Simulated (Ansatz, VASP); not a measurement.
**SiC (Moissanite 3C) in two plane-wave programs**

Aim: how closely do two programs agree when they are given the same cell, functional and k mesh? The structure shown comes from an earlier Ansatz run, which isn't shown and may have moved the atoms alone.

Program: Ansatz 0.2.0. Level of theory: plane waves, with VASP 6.6.1 beside it; elastic constants at LDA. Results are calculated unless marked as measured.

**1. Starting point**

It takes space group F-43m (No. 216, cubic). The conventional cell has a = 4.348 Å, b = 4.348 Å, c = 4.348 Å, α = 90.00°, β = 90.00°, γ = 90.00°. Nearest to Si lie 4 C at 1.88 Å. Nearest to C lie 4 Si at 1.88 Å. Farther neighbours are not listed.

Structure file:

```cif
data_structure
_symmetry_space_group_name_H-M 'P 1'
_symmetry_Int_Tables_number 1
_cell_length_a 3.0743
_cell_length_b 3.0743
_cell_length_c 3.0743
_cell_angle_alpha 60.000
_cell_angle_beta 60.000
_cell_angle_gamma 60.000
_cell_volume 20.55
loop_
_atom_site_label
_atom_site_type_symbol
_atom_site_fract_x
_atom_site_fract_y
_atom_site_fract_z
_atom_site_occupancy
Si1 Si 0.00000 0.00000 0.00000 1
C2 C 0.25000 0.25000 0.25000 1
```

**2. Ansatz: elastic constants, LDA**

Ansatz runs on its default PAW (the set named soft_2) files.

Elastic constants are differences of stresses under small strains, so they test the stress and the mesh.

File input.yaml:

```yaml
crystal:
  lattice:
    - [0.0, 2.1738329148, 2.1738329148]
    - [2.1738329148, 0.0, 2.1738329148]
    - [2.1738329148, 2.1738329148, 0.0]
  atoms:
    - { symbol: Si, position: [0.0, 0.0, 0.0] }
    - { symbol: C, position: [0.25, 0.25, 0.25] }
kpoints:
  mp_grid: { grid: [6, 6, 6] }
hamiltonian:
  xc: lda
scf:
  occupations: { method: fixed }
output:
  forces: true
  stress: true
  eigenvalues: true
basis:
  ecutwfc: 260.0
elastic:
  mode: relaxed_ion
  stencil: two_point
```

Started as:

```sh
$ ansatz run input.yaml --threads 4 --pin off --max-ram 14336MiB --backend cpu --events-out ev --progress --plain --runs-dir out
```

Numbers of over 12 decimals in the logs are rounded to 6 here.

The program printed:

```text
Warning: basis.ecutwfc = 260 eV is below the records' recommended 420 eV, and the density's cutoff is lower with it unless basis.ecutrho_ratio is high enough to keep the records' density cutoff: compare with a run at a higher cutoff
Engine: ansatz 0.2.0, aarch64-unknown-linux-gnu
Pseudopotentials: kind: paw
Pseudopotential: Si, paw, valence charge 4, recommended cutoff 420 eV (normal), Si.paw.azcp
Pseudopotential: C, paw, valence charge 4, recommended cutoff 420 eV (normal), C.paw.azcp
Functional definition: SPW92
  exchange = slater_x
  correlation = pw_c
Crystal: 2 atoms, lattice volume = 20.545 Å³
Basis set: ecut = 260 eV, 181 PW (Γ)
Bands: 8, of which v1, the nominal top of the filled ones, is band 4 counted from 1 (3 counted from 0)
Symmetry: 24 space group operations
Space group: F-43m (ITA 216), of the structure as read, at distance tolerance 2.7e-5 Å
k-points: 16 of 216 (time reversal used)
Non-local potential: Si, projectors of the file, l = 0: 2, l = 1: 2, l = 2: 2
Non-local potential: C, projectors of the file, l = 0: 2, l = 1: 2, l = 2: 1
PAW form: soft (Blöchl's): semilocal exchange-correlation on the pseudo side does not see the compensation charge
PAW frozen core: Si, regenerated for the run's functional, and the local potential with it (the file was generated under x = pbe(κ = 0.804, μ = 0.219515), c = pbe(β = 0.066725))
PAW frozen core: C, regenerated for the run's functional, and the local potential with it (the file was generated under x = pbe(κ = 0.804, μ = 0.219515), c = pbe(β = 0.066725))
PAW one-centre angular grid: Si, 110 points (default); XC on 64 Gauss nodes
PAW one-centre angular grid: C, 110 points (default); XC on 64 Gauss nodes
Initial density: superposition of atomic densities (neutral atoms: chi_scale 0, normalization atom), corrected by the library's trained network
Initial wavefunctions: pseudopotential atomic-orbital guess
Functional: x = slater, c = lda
SCF iter   1: F=—  HF=-851.736985 eV  |F-HF|=—  |Δ(HF+E_count)|=         —  Δρ=1.65e-2  dr2=4.09e-2  ethr=1.77e-3  ⟨swp⟩=4.8  Hψ=888  notcnv=0  defer=19
preconditioner: auto → none  [insulator: Δε(μ)=1.103 eV  Ē_g=13.968 eV  n_scr=0 (ndim 8)  ℏωp=23.2 eV  f_vac=0.000  ε∞_Penn≈3.8]
SCF iter   2: F=—  HF=-851.726315 eV  |F-HF|=—  |Δ(HF+E_count)|=   1.07e-2  Δρ=6.20e-3  dr2=3.26e-3  ethr=5.11e-4  ⟨swp⟩=2.6  Hψ=325  notcnv=0  defer=27
SCF iter   3: F=—  HF=-851.725958 eV  |F-HF|=—  |Δ(HF+E_count)|=   3.57e-4  Δρ=3.31e-3  dr2=3.68e-4  ethr=4.08e-5  ⟨swp⟩=2.8  Hψ=211  notcnv=0  defer=26
SCF iter   4: F=—  HF=-851.726162 eV  |F-HF|=—  |Δ(HF+E_count)|=   2.05e-4  Δρ=9.24e-5  dr2=7.82e-7  ethr=4.60e-6  ⟨swp⟩=1.1  Hψ=132  notcnv=0
SCF iter   5: F=—  HF=-851.726164 eV  |F-HF|=—  |Δ(HF+E_count)|=   1.34e-6  Δρ=1.06e-5  dr2=1.20e-8  ethr=9.78e-9  ⟨swp⟩=2.3  Hψ=190  notcnv=0
SCF iter   6: F=—  HF=-851.726164 eV  |F-HF|=—  |Δ(HF+E_count)|=   2.16e-9  Δρ=1.15e-6  dr2=2.91e-10  ethr=1.50e-10  ⟨swp⟩=2.1  Hψ=192  notcnv=0
SCF iter   7: F=—  HF=-851.726164 eV  |F-HF|=—  |Δ(HF+E_count)|=  1.52e-10  Δρ=1.01e-7  dr2=1.44e-12  ethr=3.64e-12  ⟨swp⟩=2.2  Hψ=192  notcnv=0
SCF iter   8: F=-851.726164 eV  HF=-851.726164 eV  |F-HF|=2.27e-13  |Δ(HF+E_count)|=  2.27e-13  Δρ=2.33e-8  dr2=6.99e-14  ethr=1.00e-12  ⟨swp⟩=4.9  Hψ=596  notcnv=0
SCF 1 converged in 8 iterations: F = -851.726164 eV  dr2 = 6.99e-14
  greatest PAW one-centre occupation: 0.634 electrons in one spin orbital (limit 2), on the C atom at site 1 (counted from 0), in its partial waves of l = 0
Crystal: 2 atoms, lattice volume = 20.504 Å³
Symmetry: 8 space group operations
k-points: 30 of 216 (time reversal used)
Initial density: handed on by an earlier stage of this run
Initial wavefunctions: those handed on with the density
iter 1 solved again at ethr=7.84e-7 eV; its pass at ethr=3.10e-3 eV (dr2=6.27e-5 eV) is discarded
SCF iter   1: F=—  HF=-851.724596 eV  |F-HF|=—  |Δ(HF+E_count)|=         —  Δρ=5.03e-4  dr2=6.24e-5  ethr=7.84e-7  ⟨swp⟩=1.1  Hψ=1681  notcnv=0  defer=32
preconditioner: auto → none  [insulator: Δε(μ)=1.227 eV  Ē_g=14.034 eV  n_scr=0 (ndim 8)  ℏωp=23.2 eV  f_vac=0.000  ε∞_Penn≈3.7]
SCF iter   2: F=—  HF=-851.724577 eV  |F-HF|=—  |Δ(HF+E_count)|=   1.96e-5  Δρ=1.56e-4  dr2=3.69e-6  ethr=7.81e-7  ⟨swp⟩=2.7  Hψ=362  notcnv=0  defer=20
SCF iter   3: F=—  HF=-851.724575 eV  |F-HF|=—  |Δ(HF+E_count)|=   1.39e-6  Δρ=5.92e-5  dr2=4.88e-7  ethr=4.61e-8  ⟨swp⟩=2.3  Hψ=357  notcnv=0
SCF iter   4: F=—  HF=-851.724578 eV  |F-HF|=—  |Δ(HF+E_count)|=   2.69e-6  Δρ=1.32e-5  dr2=2.08e-8  ethr=6.10e-9  ⟨swp⟩=1.1  Hψ=246  notcnv=0
SCF iter   5: F=—  HF=-851.724578 eV  |F-HF|=—  |Δ(HF+E_count)|=  7.23e-10  Δρ=1.28e-6  dr2=1.39e-10  ethr=2.60e-10  ⟨swp⟩=2.1  Hψ=351  notcnv=0
SCF iter   6: F=—  HF=-851.724578 eV  |F-HF|=—  |Δ(HF+E_count)|=  4.54e-11  Δρ=1.40e-7  dr2=3.23e-12  ethr=1.74e-12  ⟨swp⟩=2.1  Hψ=345  notcnv=0
[...]
SCF iter   4: F=—  HF=-851.722446 eV  |F-HF|=—  |Δ(HF+E_count)|=  4.41e-11  Δρ=1.43e-7  dr2=1.88e-12  ethr=9.96e-12  ⟨swp⟩=1.0  Hψ=368  notcnv=0
SCF iter   5: F=—  HF=-851.722446 eV  |F-HF|=—  |Δ(HF+E_count)|=  4.55e-13  Δρ=4.85e-8  dr2=4.49e-13  ethr=1.00e-12  ⟨swp⟩=4.9  Hψ=1218  notcnv=0
SCF iter   6: F=-851.722446 eV  HF=-851.722446 eV  |F-HF|=1.14e-13  |Δ(HF+E_count)|=  5.68e-13  Δρ=1.34e-8  dr2=1.58e-14  ethr=1.00e-12  ⟨swp⟩=2.4  Hψ=1290  notcnv=0
SCF 5 converged in 6 iterations: F = -851.722446 eV  dr2 = 1.58e-14
relax step   2: F+E_penalty+E_count = -851.72244593 eV  Δ(F+E_penalty+E_count) = -7.233e-6 eV  max|allowed force component| = 1.330e-2 eV/Å  Δτ_max = 0.0002 Å  (6 SCF iters, accepted)
[...]
relax step   3: F+E_penalty+E_count = -851.72245027 eV  Δ(F+E_penalty+E_count) = -4.340e-6 eV  max|allowed force component| = 4.999e-8 eV/Å  Δτ_max = 0.0003 Å  (6 SCF iters, accepted)
[...]
relax step   1: F+E_penalty+E_count = -851.72243870 eV  Δ(F+E_penalty+E_count) = +0.000e0 eV  max|allowed force component| = 2.172e-2 eV/Å  Δτ_max = 0.0000 Å  (7 SCF iters, accepted)
[...]
relax step   2: F+E_penalty+E_count = -851.72245027 eV  Δ(F+E_penalty+E_count) = -1.157e-5 eV  max|allowed force component| = 6.812e-8 eV/Å  Δτ_max = 0.0005 Å  (7 SCF iters, accepted)
iter 1 solved again at ethr=1.00e-12 eV; its pass at ethr=3.10e-3 eV (dr2=5.26e-14 eV) is discarded
SCF iter   1: F=—  HF=-851.722450 eV  |F-HF|=—  |Δ(HF+E_count)|=         —  Δρ=1.03e-8  dr2=1.56e-14  ethr=1.00e-12  ⟨swp⟩=2.2  Hψ=2695  notcnv=0
SCF iter   2: F=-851.722450 eV  HF=-851.722450 eV  |F-HF|=3.41e-13  |Δ(HF+E_count)|=  4.55e-13  Δρ=3.80e-9  dr2=1.18e-15  ethr=1.00e-12  ⟨swp⟩=3.9  Hψ=1011  notcnv=0
SCF 10 converged in 2 iterations: F = -851.722450 eV  dr2 = 1.18e-15
SCF converged after 8 iterations
Free energy (F): -851.726164 eV
Harris-Foulkes:  -851.726164 eV  (|F-HF|=2.27e-13)
Internal energy: -851.726164 eV  (E = F + TS)
E sigma→0 (E₀):  -851.726164 eV
Fermi energy:    9.415979 eV
--- Per-component energies (eV) ---
  E_band       = 27.749503
  E_kinetic    = 136.704373
  E_local      = -104.209236  (includes V_loc(G=0)·N_el)
  E_nonlocal   = 52.326596
  E_hartree    = 31.391099
  E_xc         = -105.209417
  E_vxc        = -110.029905  (∫ρ·V_xc dr)
  E_paw        = -577.416311  (= ΣΔE_a)
  E_vpaw       = -9.824789  (= ΣTr[D̂ρ^β])
  E_aug_tail   = 0.000264  (compensation charges beyond the density's cutoff)
  E_ewald      = -285.460696
  E_core_change = 0.147163  (= ΣΔE_core)
  E_smearing   = -0.000000  (= −TS)
  E_closure    = 0.000000  (closes the sum)
  Σ components = -851.726164   (vs F -851.726164, Δ=0.00e0)
--- Forces (eV/Å), atoms counted from 1 ---
  atom   1  Si     0.00000000    -0.00000000    -0.00000000
  atom   2  C     -0.00000000    -0.00000000     0.00000000
  max |Σ_I F_I| component: 7.40e-17 eV/Å
--- Stress (GPa, compression-positive) ---
       -0.020795       0.000000      -0.000000
       -0.000000      -0.020795       0.000000
       -0.000000       0.000000      -0.020795
  P = ⅓ Tr σ = -0.0208 GPa (-0.208 kbar)
--- Band table (eV; the first three rows and the last of 16) ---
  k-point 0: bands = ["-6.0672", "9.4160", "9.4160", "9.4160", "15.6172", "16.6489", "16.6489", "16.6489"]
  k-point 1: bands = ["-5.5220", "7.0083", "9.0838", "9.0838", "15.6846", "17.1679", "17.1679", "17.7398"]
  k-point 2: bands = ["-3.9797", "3.1512", "8.5429", "8.5429", "15.0118", "16.9702", "16.9702", "19.2331"]
  k-point 15: bands = ["-0.7797", "2.0247", "4.7974", "4.9396", "13.3147", "16.3760", "20.1695", "21.5055"]
--- Elastic constants: 2 strain directions × 2 members + reference (group order 24) ---
  dense FFT box of the reference and of every strained cell: 18×18×18
  strains applied: 11, 23; error gains: componentwise 1.00 (the most a stress slope's error grows in a printed constant), spectral 1.73 (1 for all six strains in a standard setting)
  C = ∂σ_k/∂η_j (tension-positive GPa; Voigt order 11 22 33 23 13 12):
       458.921    171.103    171.103      0.000      0.000     -0.000
       171.103    458.921    171.103      0.000      0.000     -0.000
       171.103    171.103    458.921      0.000      0.000     -0.000
         0.000     -0.000      0.000    265.961      0.000     -0.000
        -0.000     -0.000     -0.000      0.000    265.961      0.000
         0.000     -0.000      0.000     -0.000      0.000    265.961
  reference stress σ⁰ (GPa):      0.021      0.021      0.021     -0.000      0.000      0.000
  C* (energy form; C + prestress term) asymmetry max|C*_kj − C*_jk| = 2.842e-14 GPa — a small one proves nothing (zero by symmetry where the batch's group is 432, −43m or m−3m); a large one is finite-difference/SCF noise where every solve meets its electron count
  moduli (Voigt/Reuss/Hill, GPa): K = 267.04/267.04/267.04   G = 217.14/198.59/207.87   E = 495.13   ν = 0.191
  mechanically stable: yes (min eigenvalue of sym C = 265.96 GPa)
  strain η (Voigt 11):  stress-route row diagonal C_11 = 458.92 GPa, energy-path curvature d²(F+E_count+ΔE)/dδ²/Ω₀ = 440.26 GPa
         δ    σ_11 (GPa)             F (eV)   n_scf  n_hpsi   n_pw
    -2.000e-3      -0.8964        -851.7245780       7    4428    202   relax 0 steps, max|allowed force component| 5.55e-17 eV/Å
     2.000e-3       0.9393        -851.7263150       5    3877    202   relax 0 steps, max|allowed force component| 4.86e-17 eV/Å
  strain η (Voigt 23):  stress-route row diagonal C_44 = 265.96 GPa, energy-path curvature d²(F+E_count+ΔE)/dδ²/Ω₀ = 286.34 GPa
         δ    σ_23 (GPa)             F (eV)   n_scf  n_hpsi   n_pw
    -2.000e-3      -0.5319        -851.7224503       2    4031    202   relax 3 steps, max|allowed force component| 5.00e-8 eV/Å
     2.000e-3       0.5319        -851.7224503       2    4020    202   relax 2 steps, max|allowed force component| 6.81e-8 eV/Å
```

[end of part 1 of 2]

[Lines on the potential files, build, host, timing and source positions are cut from VASP's logs without a mark.]

[Logs are printed without paths, hosts, clocks, repeated set-up lines and the standing remarks that a program may print on its own settings, such as how far it seeks lower states.]

[Hosts, paths, dates, database ids (printed as entryN), source tags and the programs' standing remarks are cut or masked in the printed files.]
